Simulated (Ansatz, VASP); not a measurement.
## One calculation of SnC2, two programs

```
CELL_PARAMETERS angstrom
3.36621 0.00000 0.00000
-1.68311 2.91522 0.00000
0.00000 0.00000 4.17215
ATOMIC_POSITIONS crystal
Sn 0.00000 0.00000 0.00000
C 0.66667 0.33333 0.65728
C 0.66667 0.33333 0.34272
```

Alike in both runs: functional PBE; k mesh 18 × 18 × 12; occupations gaussian, width 0.1 eV; no spin polarisation.

Ansatz relaxed the structure, and its values are those at the end. VASP's run is a single point on that final structure, the one shown.

|  | VASP | Ansatz |
| --- | --- | --- |
| version | VASP 6.6.1 | Ansatz 0.2.0 |
| potentials or method | VASP PAW PBE potentials, release 64 (Sn_d, C) | scalar-relativistic, plane waves, PAW |
| plane-wave cutoff (eV) | 520 | 420 |
| valence electrons in the cell | 22 | 22 |

|  | VASP | Ansatz | Ansatz less VASP |
| --- | --- | --- | --- |
| gap on the k mesh at the Fermi level (eV) | none | none | - |
| pressure (GPa) | 0.2 | 0.0 | -0.14 |
| rms of the force components (eV/Å) | 0.033 | 0.000 | -0.0325 |

A gap of «none» marks a metal or a gap that the smearing closes. The functional is the same, so the differences come from potentials, cutoffs and numerics.
